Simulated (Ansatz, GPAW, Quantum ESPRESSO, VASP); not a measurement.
# One structure in several programs: MgAu (Pm-3m, 2 atoms in the cell)

Self-consistent single point, at a second geometry (lattice scaled by 0.98). First geometry:

```xyz
2
Lattice="3.2385 0.0000 0.0000 0.0000 3.2385 0.0000 0.0000 0.0000 3.2385" Properties=species:S:1:pos:R:3 pbc="T T T"
Mg     1.6193     1.6193     1.6193
Au     0.0000     0.0000     0.0000
```

Shared settings, as Ansatz (a quantum-chemistry and plane-wave program) writes them: kpoints.mp_grid.grid = 7 7 7; scf.occupations.method = gaussian; scf.occupations.width = 0.0073 Ry. Potentials and cutoffs stand in the table.

```
code                                                                              model  ΔF from the first geometry (meV/atom)  pressure (GPa)   cutoff
----------------  ---------------------------------------------------------------------  -------------------------------------  --------------  -------
GPAW                              PBEsol, GPAW PAW datasets PBEsol (made by gpaw-setup)                                   31.5            8.75   850 eV
Ansatz                                                  PBEsol, PAW files made with PBE                                   28.6            8.29  30.9 Ry
VASP                                         PBEsol, VASP's PBE PAW potentials (set 64)                                   27.5            7.80   300 eV
Quantum ESPRESSO  PBEsol, PseudoDojo standard norm-conserving (PBESOL) pseudopotentials                                   28.6            8.31    85 Ry
```

On Ansatz's run: spin-orbit coupling is off.

The spread over the programs that give each value: ΔF from the first geometry within 4.0 meV/atom; pressure within 0.95 GPa.

Ansatz's pressure is given at a fixed set of plane waves, as the other plane-wave codes print theirs; with its correction for the finite basis it is 8.32 GPa.

VASP's run is marked for a possible Pulay error in its stress at this cutoff; no cutoff test was made.

The starting cell comes from a database of computed structures (which also holds hypothetical and non-ambient phases and stackings), without a prior relaxation at this level. Its lattice was rescaled by a random factor within 2.5 % of one. For this run, on top of that: lattice scaled by 0.98.

Left out of this page: ABINIT, CP2K, Elk, FLEUR and SIESTA (not drawn, or without a comparable value).

Keys are those of Ansatz 0.2.
